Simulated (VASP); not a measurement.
Here is the system:

```xyz
6
Lattice="3.5175 0.0000 0.0000 -1.7587 3.0462 0.0000 0.0000 0.0000 8.5566" Properties=species:S:1:pos:R:3 pbc="T T T"
Hg     0.4643     0.8042     4.2783
Hg     2.5889     0.0000     7.1305
Hg     2.2231     2.2420     1.4261
O      0.9038     1.5655     0.0000
O     -0.0489     3.0462     2.8522
O     -0.8549     1.4807     5.7044
```

Method: LDA (Ceperley-Alder, Perdew-Zunger), VASP's LDA PAW potentials (set 64) (plane waves; VASP). Settings: 520 eV cut-off, 13×13×5 Γ-centred mesh, Gaussian smearing of 0.010 eV, potentials Hg O.

**Question.** Estimate the energy per atom (σ→0).

**Answer.** 
* **energy per atom (σ→0)**: -3.635 eV/atom

Total energies compare only between runs with the same potentials, cut-off and functional.

The structure comes from a computed database's HgO entry (P3_121); how it stands against other phases isn't given here. It was relaxed first, which changed the volume by -8 %.
